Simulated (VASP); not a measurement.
Computed with PBEsol GGA, VASP's PBE PAW potentials (set 64) (plane waves; VASP).

VASP ran on this input.

**POSCAR**
```
Mo3Si
4.8599090
  1.0000000529   0.0000000000   0.0000000000
  0.0000000000   1.0000000529   0.0000000000
  0.0000000000   0.0000000000   1.0000000529
Si Mo
2 6
Direct
  0.5000000000   0.5000000000   0.5000000000
  0.0000000000   0.0000000000   0.0000000000
  0.2500000000   0.0000000000   0.5000000000
  0.5000000000   0.2500000000   0.0000000000
  0.5000000000   0.7500000000   0.0000000000
  0.7500000000   0.0000000000   0.5000000000
  0.0000000000   0.5000000000   0.7500000000
  0.0000000000   0.5000000000   0.2500000000
```

File KPOINTS:
```
k-points along high-symmetry lines
15
Line-mode
Reciprocal
  0.000000   0.000000   0.000000 ! GAMMA
  0.000000   0.500000   0.000000 ! X

  0.000000   0.500000   0.000000 ! X
  0.500000   0.500000   0.000000 ! M

  0.500000   0.500000   0.000000 ! M
  0.000000   0.000000   0.000000 ! GAMMA

  0.000000   0.000000   0.000000 ! GAMMA
  0.500000   0.500000   0.500000 ! R

  0.500000   0.500000   0.500000 ! R
  0.000000   0.500000   0.000000 ! X

  0.500000   0.500000   0.500000 ! R
  0.500000   0.500000   0.000000 ! M
```

### INCAR
```
ALGO=Normal
EDIFF=1E-7
ENCUT=400
GGA=PS
ICHARG=11
ISMEAR=0
LASPH=.TRUE.
LCHARG=.FALSE.
LMAXMIX=4
LORBIT=11
LREAL=.FALSE.
LWAVE=.FALSE.
NELM=100
PREC=Accurate
SIGMA=0.05
SYSTEM=Mo3Si
```

POTCAR, in this order: Si Mo_sv (PBE.64 set). Program: vasp_std. Read from the step before: CHGCAR.

The resulting files:

File OUTCAR:
```
 ion  position               nearest neighbor table
   1  0.500  0.500  0.500-   3 2.72   4 2.72   5 2.72   6 2.72   7 2.72   8 2.72   4 2.72   5 2.72
                             3 2.72   6 2.72   7 2.72   8 2.72
   2  0.000  0.000  0.000-   3 2.72   4 2.72   5 2.72   6 2.72   7 2.72   8 2.72   3 2.72   6 2.72
                             7 2.72   8 2.72   4 2.72   5 2.72
   3  0.250  0.000  0.500-   6 2.43   6 2.43   1 2.72   2 2.72   1 2.72   2 2.72   8 2.98   5 2.98
                             4 2.98   5 2.98   4 2.98   7 2.98   8 2.98   7 2.98
   4  0.500  0.250  0.000-   5 2.43   5 2.43   1 2.72   1 2.72   2 2.72   2 2.72   8 2.98   3 2.98
                             3 2.98   6 2.98   6 2.98   7 2.98   7 2.98   8 2.98
   5  0.500  0.750  0.000-   4 2.43   4 2.43   1 2.72   1 2.72   2 2.72   2 2.72   8 2.98   3 2.98
                             3 2.98   6 2.98   6 2.98   7 2.98   7 2.98   8 2.98
   6  0.750  0.000  0.500-   3 2.43   3 2.43   1 2.72   2 2.72   1 2.72   2 2.72   8 2.98   4 2.98
                             4 2.98   5 2.98   5 2.98   7 2.98   8 2.98   7 2.98
   7  0.000  0.500  0.750-   8 2.43   8 2.43   1 2.72   2 2.72   2 2.72   1 2.72   3 2.98   4 2.98
                             5 2.98   3 2.98   6 2.98   6 2.98   4 2.98   5 2.98
   8  0.000  0.500  0.250-   7 2.43   7 2.43   1 2.72   2 2.72   2 2.72   1 2.72   3 2.98   4 2.98
                             5 2.98   3 2.98   6 2.98   6 2.98   4 2.98   5 2.98
  LATTYP: Found a simple cubic cell.
 ALAT       =     4.8599092571
 Subroutine PRICEL returns:
 Original cell was already a primitive cell.
 Subroutine GETGRP returns: Found 48 space group operations
The static configuration has the point symmetry T_h .
 The point group associated with its full space group is O_h .
The dynamic configuration has the point symmetry T_h .
...
```

### OSZICAR
```
       N       E                     dE             d eps       ncg     rms          rms(c)
DAV:   1     0.969813901747E+03    0.96981E+03   -0.50235E+04 10244   0.142E+03
DAV:   2    -0.416121453044E+02   -0.10114E+04   -0.98417E+03 10694   0.488E+02
DAV:   3    -0.843426237678E+02   -0.42730E+02   -0.41221E+02 12893   0.870E+01
DAV:   4    -0.853059576523E+02   -0.96333E+00   -0.94320E+00 12145   0.110E+01
DAV:   5    -0.853272381738E+02   -0.21281E-01   -0.21218E-01 12095   0.154E+00
DAV:   6    -0.853278282166E+02   -0.59004E-03   -0.58967E-03 12416   0.229E-01
DAV:   7    -0.853278486948E+02   -0.20478E-04   -0.20475E-04 11245   0.385E-02
DAV:   8    -0.853278494482E+02   -0.75339E-06   -0.75389E-06 10928   0.679E-03
DAV:   9    -0.853278494890E+02   -0.40811E-07   -0.39789E-07  8876   0.140E-03
   1 F= -.85327849E+02 E0= -.85325871E+02  d E =-.395758E-02
```

**OUTCAR**
```
 val. band max:       12.8722744881   @ k =   0.4643   0.5000   0.0000

 cond. band min:      12.8782186154   @ k =   0.2143   0.5000   0.0000



 k-point     1 :       0.0000    0.0000    0.0000
  band No.  band energies     occupation
      1     -48.2519      2.00000
      2     -48.1259      2.00000
      3     -48.1259      2.00000
      4     -47.7723      2.00000
      5     -47.7723      2.00000
      6     -47.7723      2.00000
      7     -23.5901      2.00000
      8     -23.5901      2.00000
      9     -23.3736      2.00000
     10     -22.5393      2.00000
     11     -22.5393      2.00000
     12     -22.5393      2.00000
     13     -22.0088      2.00000
     14     -22.0088      2.00000
     15     -22.0088      2.00000
     16     -21.9764      2.00000
     17     -21.9764      2.00000
     18     -21.9764      2.00000
     19     -21.8407      2.00000
     20     -21.8407      2.00000
     21     -21.8407      2.00000
     22     -21.0579      2.00000
     23     -21.0579      2.00000
     24     -21.0579      2.00000
     25       2.3002      2.00000
     26       3.9364      2.00000
     27       7.4304      2.00000
     28       7.4304      2.00000
     29       7.4304      2.00000
     30       7.8989      2.00000
     31       7.8989      2.00000
     32       7.8989      2.00000
     33       8.1954      2.00000
     34       8.1954      2.00000
     35       8.6601      2.00000
     36       9.8571      2.00000
     37       9.8953      2.00000
     38       9.8953      2.00000
     39       9.8953      2.00000
     40      10.7030      2.00000
     41      10.7030      2.00000
     42      10.7030      2.00000
     43      11.3256      2.00000
     44      11.3256      2.00000
     45      14.2143      0.00000
     46      14.2143      0.00000
     47      14.2143      0.00000
     48      15.0684      0.00000
     49      15.3770      0.00000
     50      15.3796      0.00000
     51      15.6389      0.00000
     52      15.6509      0.00000
...
```

The density is held fixed in this step, so its total energy and stress have no physical meaning.

The compound is Mo3Si in the A15 structure. It was relaxed first.
